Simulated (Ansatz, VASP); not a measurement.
# BAs in two plane-wave programs

One calculation is typed for both programs; each brings its own data sets. How far apart do they land? The cell is taken from a series of runs on this material, whose earlier steps may have relaxed, scaled, displaced or heated it; both programs get it as it stands.

Method: plane waves, with VASP 6.6.1 beside it; zone-centre phonons at LDA, in Ansatz 0.2.0.

### 1. The structure

It takes space group I-4m2 (No. 119, tetragonal). Conventional cell: a = 3.312 Å, b = 3.312 Å, c = 4.756 Å, α = 90.00°, β = 90.00°, γ = 90.00°. Nearest to B lie 4 As at 2.04 Å. Nearest to As lie 4 B at 2.04 Å. Farther neighbours are not listed.

### 2. VASP: zone-centre phonons, LDA

Second derivatives magnify differences that forces hide, and they need a tight electronic threshold.

Lines of VASP's logs that name or quote its potential files are left out, and so is its time.

INCAR

```
SYSTEM = BAs
PREC = Accurate
ENCUT = 500
EDIFF = 1E-08
NELM = 120
ISMEAR = 0
SIGMA = 0.01
LREAL = .FALSE.
ALGO = Normal
GGA = PW92
NBANDS = 10
LORBIT = 11
LWAVE = .FALSE.
LCHARG = .FALSE.
ISIF = 2
IBRION = 8
LEPSILON = .TRUE.
LASPH = .TRUE.
GGA_COMPAT = .FALSE.
EFERMI = MIDGAP
KPAR = 2
```

POSCAR

```
BAs
1.0
    0.0000000000      2.3421726345      2.3782417439
    2.3421726345      0.0000000000      2.3782417439
    2.3421726345      2.3421726345      0.0000000000
B As
1 1
Direct
    0.0000000000      0.0000000000      0.0000000000
    0.7500000000      0.7500000000      0.7500000000
```

KPOINTS

```
Automatic mesh
0
Gamma
12 12 12
0 0 0
```

PAW data sets: B and As (LDA family, release 64).

Run with:

```
$ mpirun -np 2 vasp_std
```

Numbers of over 12 decimals in the logs are rounded to 6 here.

Log:

```text
[banner, memory and clock lines left out]
running    2 mpi-ranks, on    1 nodes
 distrk:  each k-point on    1 cores,    2 groups
 distr:  one band on    1 cores,    1 groups

 POSCAR found type information on POSCAR B As
 POSCAR found :  2 types and       2 ions
|                                                                             |
|               ----> ADVICE to this user running VASP <----                  |
|                                                                             |
|     You enforced a specific xc type in the INCAR file but a different       |
|     [... a line on the potential file left out ...]
|     I HOPE YOU KNOW WHAT YOU ARE DOING!                                     |
|                                                                             |

 LDA part: xc-table for (Slater(with rela. corr.)+PW92), standard interpolation
 POSCAR, INCAR and KPOINTS ok, starting setup
 FFT: planning ... GRIDC
 FFT: planning ... GRID_SOFT
 FFT: planning ... GRID
 WAVECAR not read
 entering main loop
       N       E                     dE             d eps       ncg     rms          rms(c)
DAV:   1     0.110870734609E+02    0.11087E+02   -0.37915E+03  3268   0.686E+02
DAV:   2    -0.130684986394E+02   -0.24156E+02   -0.22813E+02  4492   0.107E+02
DAV:   3    -0.137363442650E+02   -0.66785E+00   -0.66637E+00  3878   0.177E+01
DAV:   4    -0.137382039665E+02   -0.18597E-02   -0.18596E-02  3924   0.103E+00
DAV:   5    -0.137382069594E+02   -0.29929E-05   -0.29929E-05  3802   0.421E-02    0.534E+00
DAV:   6    -0.130255207936E+02    0.71269E+00   -0.18993E+00  3512   0.611E+00    0.252E+00
DAV:   7    -0.129336249866E+02    0.91896E-01   -0.23182E-01  3894   0.257E+00    0.913E-01
DAV:   8    -0.129198083292E+02    0.13817E-01   -0.25763E-02  3566   0.900E-01    0.106E-01
DAV:   9    -0.129198345661E+02   -0.26237E-04   -0.72775E-04  3766   0.183E-01    0.610E-02
DAV:  10    -0.129198403619E+02   -0.57958E-05   -0.84887E-05  3508   0.554E-02    0.144E-02
DAV:  11    -0.129198417534E+02   -0.13915E-05   -0.16983E-06  3918   0.946E-03    0.135E-02
DAV:  12    -0.129198415940E+02    0.15939E-06   -0.76663E-07  3594   0.392E-03    0.302E-03
DAV:  13    -0.129198415963E+02   -0.22438E-08   -0.28658E-08  3764   0.124E-03
   1 F= -.12919842E+02 E0= -.12919842E+02  d E =0.000000E+00
 Linear response reoptimize wavefunctions to high precision
DAV:   1    -0.129198415954E+02    0.85117E-09   -0.58066E-09  3590   0.353E-04
DAV:   2    -0.129198415954E+02   -0.17167E-10   -0.12399E-10  2060   0.940E-05
 Linear response G [H, r] |phi>, progress :
  Direction:   1
       N       E                     dE             d eps       ncg     rms
RMM:   1    -0.443049069640E+02   -0.44305E+02   -0.35073E+01  8270   0.452E+01
RMM:   2    -0.347440733820E+02    0.95608E+01   -0.26991E+00  5382   0.108E+01
RMM:   3    -0.347476098615E+02   -0.35365E-02   -0.88417E-03  5666   0.873E-01
RMM:   4    -0.347488528584E+02   -0.12430E-02    0.13988E-03  5814   0.931E-02
RMM:   5    -0.347489980652E+02   -0.14521E-03    0.17769E-04  5802   0.110E-02
RMM:   6    -0.347490130093E+02   -0.14944E-04    0.32295E-05  5815   0.192E-03
RMM:   7    -0.347490146601E+02   -0.16509E-05    0.16003E-05  5288   0.760E-04
RMM:   8    -0.347490147722E+02   -0.11202E-06    0.14824E-05  4813   0.624E-04
RMM:   9    -0.347490147729E+02   -0.69991E-09    0.13923E-05  4433   0.612E-04
RMM:  10    -0.347490147649E+02    0.80018E-08    0.11130E-05  4068   0.612E-04
RMM:  11    -0.347490144754E+02    0.28948E-06   -0.16152E-05  3681   0.612E-04
 Linear response G [H, r] |phi>, progress :
  Direction:   2
       N       E                     dE             d eps       ncg     rms
RMM:   1    -0.350680682295E+02   -0.35068E+02    0.19156E+01  8111   0.426E+01
RMM:   2    -0.299797162927E+02    0.50884E+01   -0.19402E+00  5329   0.931E+00
RMM:   3    -0.299847855959E+02   -0.50693E-02   -0.11630E-02  5694   0.760E-01
RMM:   4    -0.299854031457E+02   -0.61755E-03    0.48560E-04  5852   0.818E-02
RMM:   5    -0.299854648869E+02   -0.61741E-04    0.68732E-05  5829   0.995E-03
RMM:   6    -0.299854717846E+02   -0.68977E-05    0.36074E-06  5805   0.178E-03
RMM:   7    -0.299854724646E+02   -0.67998E-06   -0.31661E-06  5236   0.730E-04
RMM:   8    -0.299854725375E+02   -0.72959E-07   -0.29245E-06  4848   0.604E-04
RMM:   9    -0.299854725593E+02   -0.21787E-07   -0.35988E-06  4536   0.593E-04
RMM:  10    -0.299854725506E+02    0.87121E-08   -0.23677E-06  4158   0.592E-04
RMM:  11    -0.299854725495E+02    0.11343E-08    0.42458E-06  3728   0.593E-04
 Linear response G [H, r] |phi>, progress :
  Direction:   3
       N       E                     dE             d eps       ncg     rms
RMM:   1    -0.394365169357E+02   -0.39437E+02   -0.95402E+00  8072   0.436E+01
RMM:   2    -0.323627815355E+02    0.70737E+01   -0.23173E+00  5308   0.988E+00
[...]
RMM:   4    -0.537494954849E+00   -0.19335E-06   -0.19737E-07  5611   0.198E-03
RMM:   5    -0.537494955841E+00   -0.99146E-09   -0.46743E-09  5123   0.201E-04
 change of polarisation eV/A/(eV/A) component  2 :     0.421     1.075    -0.303
 dielectric tensor                  component  2 :     2.922     8.455    -2.100
 Linear response to external field (no local field effect), progress :
  Direction:   3
[...]
dielectric tensor                  component  2 :     1.625     9.508     0.129
 Linear response to external field, progress :
  Direction:   3
       N       E                     dE             d eps       ncg     rms          rms(c)
RMM:   1    -0.649620414056E+00   -0.64962E+00   -0.29482E+00 12630   0.295E+00
RMM:   2    -0.663306580037E+00   -0.13686E-01   -0.66872E-03  9222   0.395E-01    0.123E+00
RMM:   3    -0.648259766810E+00    0.15047E-01   -0.61175E-03  9437   0.452E-01    0.707E-01
RMM:   4    -0.668499771923E+00   -0.20240E-01   -0.79595E-03  9276   0.531E-01    0.723E-02
RMM:   5    -0.671619371809E+00   -0.31196E-02   -0.12681E-04  9558   0.717E-02    0.816E-03
RMM:   6    -0.671725590139E+00   -0.10622E-03   -0.73182E-07  9719   0.632E-03    0.439E-03
RMM:   7    -0.671779362397E+00   -0.53772E-04   -0.13780E-07  9754   0.276E-03    0.277E-04
RMM:   8    -0.671786903920E+00   -0.75415E-05   -0.40570E-09  9136   0.196E-04    0.101E-04
RMM:   9    -0.671784327294E+00    0.25766E-05   -0.31703E-09  8836   0.101E-04    0.199E-05
RMM:  10    -0.671784412108E+00   -0.84815E-07   -0.31001E-09  5489   0.308E-05    0.463E-06
 change of polarisation eV/A/(eV/A) component  3 :     0.447     0.098     1.265
 dielectric tensor                  component  3 :     3.100     0.683     9.771
 Linear response DOF=           4
 Linear response progress:
  Degree of freedom:   1/  4
       N       E                     dE             d eps       ncg     rms          rms(c)
RMM:   1    -0.446637316364E-01   -0.44664E-01   -0.23972E-03 22928   0.109E+00
RMM:   2    -0.414286427758E-01    0.32351E-02   -0.11065E-03 14965   0.217E-01    0.105E-01
RMM:   3    -0.414631294624E-01   -0.34487E-04   -0.15645E-04 15809   0.717E-02    0.548E-02
RMM:   4    -0.417665125985E-01   -0.30338E-03   -0.14045E-04 15436   0.664E-02    0.754E-03
RMM:   5    -0.417468540327E-01    0.19659E-04   -0.76113E-07 16459   0.711E-03    0.749E-04
RMM:   6    -0.417448342676E-01    0.20198E-05    0.45484E-09 16356   0.577E-04    0.275E-04
RMM:   7    -0.417440735675E-01    0.76070E-06    0.15736E-08 16767   0.272E-04    0.496E-05
RMM:   8    -0.417441590486E-01   -0.85481E-07    0.19517E-08 16874   0.596E-05    0.141E-05
RMM:   9    -0.417441175506E-01    0.41498E-07    0.20264E-08 17475   0.400E-05    0.165E-06
RMM:  10    -0.417441182134E-01   -0.66283E-09    0.20508E-08 15788   0.311E-05    0.413E-07
 first order change of Fermi-energy   0.20294E-04
 force on displaced ion       1 direction 1 : -17.774  -0.000   0.000
 Born effective charge ion    1 direction 1 :  -0.632   0.000   0.000
 Linear response progress:
  Degree of freedom:   2/  4
       N       E                     dE             d eps       ncg     rms          rms(c)
RMM:   1    -0.443356454662E-01   -0.44336E-01    0.15362E-03 13210   0.109E+00
RMM:   2    -0.414635867563E-01    0.28721E-02   -0.10567E-03  8807   0.215E-01    0.107E-01
RMM:   3    -0.414969608261E-01   -0.33374E-04   -0.15637E-04  9173   0.731E-02    0.555E-02
RMM:   4    -0.418056630596E-01   -0.30870E-03   -0.14685E-04  8994   0.679E-02    0.747E-03
RMM:   5    -0.417847123865E-01    0.20951E-04   -0.82666E-07  9573   0.710E-03    0.733E-04
RMM:   6    -0.417828896014E-01    0.18228E-05   -0.58682E-08  9518   0.559E-04    0.279E-04
RMM:   7    -0.417822462906E-01    0.64331E-06   -0.53883E-08  9738   0.240E-04    0.482E-05
RMM:   8    -0.417823379094E-01   -0.91619E-07   -0.53173E-08  9841   0.535E-05    0.143E-05
RMM:   9    -0.417823024467E-01    0.35463E-07   -0.54136E-08 10191   0.364E-05    0.164E-06
RMM:  10    -0.417823037362E-01   -0.12895E-08   -0.56314E-08  9126   0.270E-05    0.701E-07
 first order change of Fermi-energy   0.36368E+01
 force on displaced ion       1 direction 3 :  -0.000  -0.000 -17.774
 Born effective charge ion    1 direction 3 :   0.000   0.000  -0.611
 Linear response progress:
  Degree of freedom:   3/  4
       N       E                     dE             d eps       ncg     rms          rms(c)
RMM:   1    -0.402565858087E-01   -0.40257E-01    0.25416E-02 23233   0.115E+00
RMM:   2    -0.376505864107E-01    0.26060E-02   -0.90849E-04 15213   0.215E-01    0.978E-02
RMM:   3    -0.375455681306E-01    0.10502E-03   -0.13245E-05 16298   0.264E-02    0.573E-02
RMM:   4    -0.375853840607E-01   -0.39816E-04   -0.17909E-05 16002   0.297E-02    0.316E-03
RMM:   5    -0.375797392952E-01    0.56448E-05    0.17280E-08 16807   0.243E-03    0.862E-04
RMM:   6    -0.375761464752E-01    0.35928E-05    0.62136E-08 16723   0.463E-04    0.129E-04
RMM:   7    -0.375757196734E-01    0.42680E-06    0.46536E-08 17212   0.923E-05    0.530E-05
RMM:   8    -0.375756697237E-01    0.49950E-07    0.44685E-08 16273   0.565E-05    0.114E-05
RMM:   9    -0.375757054403E-01   -0.35717E-07    0.45745E-08 17189   0.447E-05    0.849E-07
RMM:  10    -0.375757110134E-01   -0.55731E-08    0.45323E-08 13050   0.411E-05    0.298E-07
 first order change of Fermi-energy  -0.12398E-04
 force on displaced ion       2 direction 1 : -17.774   0.000   0.000
 Born effective charge ion    2 direction 1 :   0.626   0.000   0.000
 Linear response progress:
  Degree of freedom:   4/  4
       N       E                     dE             d eps       ncg     rms          rms(c)
RMM:   1    -0.400303588377E-01   -0.40030E-01    0.29435E-02 13308   0.115E+00
RMM:   2    -0.377532925580E-01    0.22771E-02   -0.84730E-04  8882   0.214E-01    0.998E-02
RMM:   3    -0.376565341267E-01    0.96758E-04    0.68555E-06  9497   0.267E-02    0.584E-02
RMM:   4    -0.377087813836E-01   -0.52247E-04   -0.14297E-05  9342   0.299E-02    0.322E-03
RMM:   5    -0.377018182546E-01    0.69631E-05    0.36167E-07  9821   0.246E-03    0.889E-04
RMM:   6    -0.376979072074E-01    0.39110E-05   -0.23918E-07  9740   0.443E-04    0.117E-04
RMM:   7    -0.376975231637E-01    0.38404E-06   -0.33695E-07 10000   0.106E-04    0.444E-05
RMM:   8    -0.376975433957E-01   -0.20232E-07   -0.35508E-07 10171   0.442E-05    0.149E-05
RMM:   9    -0.376975627948E-01   -0.19399E-07   -0.34871E-07  9950   0.366E-05    0.697E-07
RMM:  10    -0.376975644174E-01   -0.16226E-08   -0.34295E-07  7828   0.329E-05    0.323E-07
RMM:  11    -0.376975635343E-01    0.88304E-09   -0.34928E-07  6139   0.329E-05    0.891E-08
 first order change of Fermi-energy  -0.36363E+01
 force on displaced ion       2 direction 3 :   0.000   0.000 -17.776
 Born effective charge ion    2 direction 3 :   0.000   0.000   0.607
 Born effective charges drift removed
 Linear response finished
```

OUTCAR, selected parts (step 2):

```text
ion  position               nearest neighbor table
   1  0.000  0.000  0.000-   2 2.04   2 2.04   2 2.04   2 2.04
   2  0.750  0.750  0.750-   1 2.04   1 2.04   1 2.04   1 2.04

  LATTYP: Found a body centered tetragonal cell.
 ALAT       =     3.3123323051
 C/A-ratio  =     1.4359922404

 Subroutine GETGRP returns: Found  8 space group operations
 (whereof  8 operations were pure point group operations)

The static configuration has the point symmetry D_2d.

 Found    163 irreducible k-points:

   k-points           NKPTS =    163   k-points in BZ     NKDIM =    163   number of bands    NBANDS=     10

   dimension x,y,z NGX =    24 NGY =   24 NGZ =   24
   dimension x,y,z NGXF=    48 NGYF=   48 NGZF=   48

   ENCUT  =  500.0 eV  36.75 Ry    6.06 a.u.   6.09  6.09  6.04*2*pi/ulx,y,z

   NELECT =       8.0000    total number of electrons

 k-points in reciprocal lattice and weights: Automatic mesh
   0.00000000  0.00000000  0.00000000       0.001
   0.08333333  0.00000000  0.00000000       0.005
   0.16666667  0.00000000  0.00000000       0.005
   0.25000000  0.00000000  0.00000000       0.005
   0.33333333  0.00000000  0.00000000       0.005
   0.41666667  0.00000000  0.00000000       0.005
   0.50000000  0.00000000  0.00000000       0.002
   0.08333333  0.08333333  0.00000000       0.001
   0.16666667  0.08333333  0.00000000       0.005
[...]
-0.33333333  0.16666667  0.50000000       0.002
  -0.25000000  0.25000000  0.50000000       0.001

 average (electrostatic) potential at core
       1 -31.3953       2 -51.5470

  Total        0.7012665      0.7012665      0.1517809      0.0000000      0.0000000     -0.0000000
  in kB       43.0595916     43.0595916      9.3197398      0.0000000      0.0000000     -0.0000000
  external PRESSURE =      31.8129743 kB  Pullay stress =       0.0000000 kB

  energy-cutoff  :      500.00
  volume of cell :       26.09
      direct lattice vectors                 reciprocal lattice vectors
     0.000000000  2.342172634  2.378241744    -0.213477005  0.213477005  0.210239351
     2.342172634  0.000000000  2.378241744     0.213477005 -0.213477005  0.210239351
     2.342172634  2.342172634  0.000000000     0.213477005  0.213477005 -0.210239351

 POSITION                                       TOTAL-FORCE (eV/Angst)
 -----------------------------------------------------------------------------------
      0.00000      0.00000      0.00000        -0.000000     -0.000000      0.000000
      3.51326      3.51326      3.56736         0.000000      0.000000      0.000000
 -----------------------------------------------------------------------------------
    total drift:                               -0.000000     -0.000000     -0.000000

 MACROSCOPIC STATIC DIELECTRIC TENSOR (including local field effects in DFT)
 ------------------------------------------------------
           9.508041     0.000000     0.000000
           0.000000     9.508041    -0.000000
           0.000000     0.000000     9.770790
 ------------------------------------------------------

 PIEZOELECTRIC TENSOR (including local field effects)  for field in x, y, z        (C/m^2)
          XX          YY          ZZ          XY          YZ          ZX
  --------------------------------------------------------------------------------
  x     0.00000     0.00000    -0.00000     0.00000    -0.14979     0.00000
  y    -0.00000     0.00000    -0.00000     0.00000     0.00000    -0.14979
  z     0.00000     0.00000     0.00000    -0.12782     0.00000     0.00000

 BORN EFFECTIVE CHARGES (including local field effects) (in |e|, cummulative output)
 ---------------------------------------------------------------------------------
 ion    1
    1    -0.62795     0.00000     0.00000
    2     0.00000    -0.62795     0.00000
    3     0.00000     0.00000    -0.60895
 ion    2
    1     0.62795     0.00000     0.00000
    2     0.00000     0.62795     0.00000
    3     0.00000     0.00000     0.60895

 Eigenvectors and eigenvalues of the dynamical matrix
 ----------------------------------------------------

   1 f  =   21.442991 THz   134.730288 2PiTHz  715.261202 cm-1    88.681047 meV
             X         Y         Z           dx          dy          dz
      0.000000  0.000000  0.000000     0.000000    0.934826    0.000000
      3.513259  3.513259  3.567363     0.000000   -0.355107    0.000000

   2 f  =   21.442991 THz   134.730288 2PiTHz  715.261202 cm-1    88.681047 meV
             X         Y         Z           dx          dy          dz
      0.000000  0.000000  0.000000     0.934826   -0.000000    0.000000
      3.513259  3.513259  3.567363    -0.355107    0.000000    0.000000

   3 f  =   21.442833 THz   134.729294 2PiTHz  715.255924 cm-1    88.680392 meV
             X         Y         Z           dx          dy          dz
      0.000000  0.000000  0.000000    -0.000000    0.000000   -0.934819
      3.513259  3.513259  3.567363    -0.000000    0.000000    0.355124

   4 f/i=    0.000002 THz     0.000010 2PiTHz    0.000053 cm-1     0.000007 meV
             X         Y         Z           dx          dy          dz
      0.000000  0.000000  0.000000    -0.043929   -0.352379    0.000000
      3.513259  3.513259  3.567363    -0.115645   -0.927645    0.000000

   5 f/i=    0.000002 THz     0.000010 2PiTHz    0.000054 cm-1     0.000007 meV
             X         Y         Z           dx          dy          dz
      0.000000  0.000000  0.000000    -0.352379    0.043929   -0.000000
      3.513259  3.513259  3.567363    -0.927645    0.115645   -0.000000

   6 f/i=    0.000399 THz     0.002508 2PiTHz    0.013317 cm-1     0.001651 meV
             X         Y         Z           dx          dy          dz
      0.000000  0.000000  0.000000    -0.000000    0.000000    0.355124
      3.513259  3.513259  3.567363    -0.000000    0.000000    0.934819

 MACROSCOPIC STATIC DIELECTRIC TENSOR IONIC CONTRIBUTION
 ------------------------------------------------------
           0.153849     0.000000    -0.000000
           0.000000     0.153849    -0.000000
          -0.000000    -0.000000     0.144678
 ------------------------------------------------------

 ELASTIC MODULI CONTR FROM IONIC RELAXATION (kBar)
 Direction    XX          YY          ZZ          XY          YZ          ZX
 --------------------------------------------------------------------------------
 XX           0.0000      0.0000      0.0000      0.0000      0.0000      0.0000
 YY           0.0000      0.0000      0.0000      0.0000      0.0000      0.0000
 ZZ           0.0000      0.0000      0.0000      0.0000      0.0000      0.0000
 XY           0.0000      0.0000      0.0000   -241.0153      0.0000      0.0000
 YZ           0.0000      0.0000      0.0000      0.0000   -248.6213     -0.0000
 ZX           0.0000      0.0000      0.0000      0.0000     -0.0000   -241.9661
 --------------------------------------------------------------------------------

 PIEZOELECTRIC TENSOR IONIC CONTR  for field in x, y, z        (C/m^2)
          XX          YY          ZZ          XY          YZ          ZX
  --------------------------------------------------------------------------------
  x     0.00000     0.00000     0.00000    -0.00000     0.18403     0.00000
  y     0.00000     0.00000     0.00000    -0.00000     0.00000     0.18155
  z     0.00000     0.00000     0.00000     0.17571    -0.00000    -0.00000
```

Energies printed during the response cycles are not total energies of the cell.

[end of part 1 of 2]

[Lines on the potential files, build, host, timing and source positions are cut from VASP's logs without a mark.]

[Logs are printed without paths, hosts, clocks, repeated set-up lines and the standing remarks that a program may print on its own settings, such as how far it seeks lower states.]

[Hosts, paths, dates, database ids (printed as entryN), source tags and the programs' standing remarks are cut or masked in the printed files.]
